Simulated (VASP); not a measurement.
An input for Ansatz (written as the equivalent of a VASP run, and not itself run):

Ansatz 0.2 input:
```yaml
crystal:
  lattice:
    - [1.2257647, -2.1230885, 0.0000000]
    - [1.2257647, 2.1230885, 0.0000000]
    - [0.0000000, 0.0000000, 4.8530401]
  atoms:
    - { symbol: B, position: [0.3333330, 0.6666670, 0.2500000] }
    - { symbol: B, position: [0.6666670, 0.3333330, 0.7500000] }
    - { symbol: N, position: [0.6666670, 0.3333330, 0.2500000] }
    - { symbol: N, position: [0.3333330, 0.6666670, 0.7500000] }
kpoints:
  mp_grid: { grid: [10, 10, 5] }
hamiltonian:
  xc: pbe
  pseudopotentials: { kind: paw }
scf:
  occupations: { method: gaussian, width: 0.05 }
  max_iter: 100
relax:
  max_steps: 40
  f_tol: 0.02
  cell: { p_target: 45 }
output: { forces: true, stress: true, eigenvalues: true }
```

Problem. Write the VASP files for the same calculation (PBE).

Solution. One answer among several that fit: 
**POSCAR**
```
BN
1.0
  1.2257646848  -2.1230885332   0.0000000000
  1.2257646848   2.1230885332   0.0000000000
  0.0000000000   0.0000000000   4.8530400620
B N
2 2
direct
  0.3333330000   0.6666670000   0.2500000000
  0.6666670000   0.3333330000   0.7500000000
  0.6666670000   0.3333330000   0.2500000000
  0.3333330000   0.6666670000   0.7500000000
```

### INCAR
```
ALGO = Normal
EDIFF = 1E-6
EDIFFG = -0.02
ENCUT = 620
GGA = PE
IBRION = 2
ISIF = 3
ISMEAR = 0
LASPH = .True.
LCHARG = .False.
LREAL = .False.
LWAVE = .False.
NELM = 100
NSW = 40
PREC = Accurate
PSTRESS = 450
SIGMA = 0.05
SYSTEM = BN
```

KPOINTS:
```
Automatic
0
G
 10 10 5
0 0 0
```

POTCAR, in this order: B N (PBE.64 set). Program: vasp_std.

The two are equivalent in intent, not identical: each code has its own PAW files, so the cut-off isn't converted (ENCUT is set for VASP's; basis.ecutwfc is left out, and Ansatz then takes the one that its files recommend); Ansatz stops its SCF on the density residual and VASP on the energy change (EDIFF).

The compound is BN in the hex structure. It was relaxed first under an external pressure of 45 GPa.
